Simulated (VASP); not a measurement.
Method: optB86b-vdW, VASP's PBE PAW potentials (set 64) (plane waves; VASP).

VASP ran on this input.

### POSCAR
```
V
1
   -1.5001577489     1.5001577489     1.5001577489
    1.5001577489    -1.5001577489     1.5001577489
    1.5001577489     1.5001577489    -1.5001577489
V
1
Direct
  0.0000000000   0.0000000000   0.0000000000
```

KPOINTS:
```
Automatic mesh
0
Gamma
17 17 17
0 0 0
```

**INCAR**
```
# general
SYSTEM  =V
PREC    =Accurate
ENCUT   =520
LREAL   =.FALSE.   # projection in real space or not
LASPH   =.TRUE.

# electronic loop
EDIFF   =1E-7   # SCF stop (eV)
NELM    =100   # most electronic steps
ALGO    =Normal   # blocked Davidson
LMAXMIX =4

# smearing
ISMEAR  =1   # Methfessel-Paxton
SIGMA   =0.1   # width (eV)

# functional
GGA     =MK
LUSE_VDW=.TRUE.
AGGAC   =0.0
PARAM1  =0.1234
PARAM2  =1.0

# ions
ISIF    =2   # forces and stress, cell fixed

# output
LWAVE   =.FALSE.
LCHARG  =.FALSE.
```

POTCAR, in this order: V_sv (PBE.64 set). Program: vasp_std.

The run wrote:

### OSZICAR
```
       N       E                     dE             d eps       ncg     rms          rms(c)
DAV:   1     0.881485475873E+02    0.88149E+02   -0.73199E+03  3300   0.142E+03
DAV:   2    -0.592403130619E+01   -0.94073E+02   -0.92074E+02  3394   0.368E+02
DAV:   3    -0.740970672493E+01   -0.14857E+01   -0.14545E+01  3450   0.543E+01
DAV:   4    -0.741942016810E+01   -0.97134E-02   -0.97103E-02  3350   0.454E+00
DAV:   5    -0.741952575807E+01   -0.10559E-03   -0.10559E-03  3420   0.479E-01    0.184E+01
DAV:   6    -0.606355271746E+01    0.13560E+01   -0.55534E+00  3314   0.352E+01    0.169E+00
DAV:   7    -0.604578044102E+01    0.17772E-01   -0.22147E-02  3320   0.237E+00    0.953E-01
DAV:   8    -0.603806146171E+01    0.77190E-02   -0.70661E-03  3332   0.145E+00    0.639E-02
DAV:   9    -0.603811570361E+01   -0.54242E-04   -0.76572E-05  3342   0.146E-01    0.350E-02
DAV:  10    -0.603812785430E+01   -0.12151E-04   -0.14525E-05  3314   0.425E-02    0.179E-03
DAV:  11    -0.603812855652E+01   -0.70222E-06   -0.59570E-08  1862   0.405E-03    0.936E-04
DAV:  12    -0.603812891847E+01   -0.36195E-06   -0.37933E-08  1656   0.322E-03    0.376E-04
DAV:  13    -0.603812893119E+01   -0.12716E-07   -0.36766E-09  1652   0.107E-03
   1 F= -.60381289E+01 E0= -.60377254E+01  d E =-.121072E-02
```

File OUTCAR:
```
------------------------ aborting loop because EDIFF is reached ----------------------------------------
  FORCE on cell =-STRESS in cart. coord.  units (eV):
  Direction    XX          YY          ZZ          XY          YZ          ZX
  --------------------------------------------------------------------------------------
  Total       -0.4247548     -0.4247548     -0.4247548      0.0000000      0.0000000      0.0000000
  in kB      -50.3939180    -50.3939180    -50.3939180      0.0000000      0.0000000      0.0000000
  external PRESSURE =     -50.3939180 kB  Pullay stress =       0.0000000 kB
  volume of cell :       13.50
      direct lattice vectors                 reciprocal lattice vectors
    -1.500157749  1.500157749  1.500157749     0.000000000  0.333298282  0.333298282
     1.500157749 -1.500157749  1.500157749     0.333298282  0.000000000  0.333298282
     1.500157749  1.500157749 -1.500157749     0.333298282  0.333298282  0.000000000
 POSITION                                       TOTAL-FORCE (eV/Angst)
 -----------------------------------------------------------------------------------
      0.00000      0.00000      0.00000        -0.000000      0.000000      0.000000
 -----------------------------------------------------------------------------------
    total drift:                                0.000000     -0.000000      0.000000
  FREE ENERGIE OF THE ION-ELECTRON SYSTEM (eV)
  ---------------------------------------------------
  free  energy   TOTEN  =        -6.0381289312 eV

  energy  without entropy=       -6.0369182129  energy(sigma->0) =       -6.03772536
```
(Selected blocks of OUTCAR.)

### OUTCAR
```
 val. band max:        9.5562287794   @ k =  -0.4118  -0.4706   0.0588

 cond. band min:       9.5693248619   @ k =   0.3529   0.1765   0.0588


 Fermi energy:         9.5600862906

 k-point     1 :       0.0000    0.0000    0.0000
  band No.  band energies     occupation
      1     -53.9681      2.00000
      2     -27.3856      2.00000
      3     -27.3856      2.00000
      4     -27.3856      2.00000
      5       3.0194      2.00000
      6       9.9525     -0.00000
      7       9.9525     -0.00000
      8       9.9525     -0.00000
      9      11.9636      0.00000
     10      11.9636      0.00000

 k-point     2 :       0.0588    0.0000    0.0000
  band No.  band energies     occupation
      1     -53.9615      2.00000
      2     -27.4172      2.00000
      3     -27.3952      2.00000
      4     -27.3858      2.00000
      5       3.1593      2.00000
      6       9.8932     -0.00003
      7       9.9404     -0.00000
      8      10.0518     -0.00000
      9      11.8949      0.00000
     10      11.9674      0.00000

 k-point     3 :       0.1176    0.0000    0.0000
  band No.  band energies     occupation
      1     -53.9426      2.00000
      2     -27.5074      2.00000
      3     -27.4229      2.00000
      4     -27.3864      2.00000
      5       3.5661      2.00000
      6       9.7271     -0.03976
      7       9.8837     -0.00005
      8      10.3429     -0.00000
      9      11.7408      0.00000
     10      11.9811      0.00000

 k-point     4 :       0.1765    0.0000    0.0000
  band No.  band energies     occupation
      1     -53.9137      2.00000
      2     -27.6425      2.00000
      3     -27.4645      2.00000
      4     -27.3873      2.00000
      5       4.1969      2.00000
      6       9.4847      1.95457
      7       9.7467     -0.02406
      8      10.8046     -0.00000
      9      11.6217      0.00000
     10      12.0102      0.00000

 k-point     5 :       0.2353    0.0000    0.0000
...
```

The compound is V in the bcc structure. This cell is one point of a volume scan, at 1.03 of the reference volume. The run is not spin-polarised, so no magnetic state was tried.
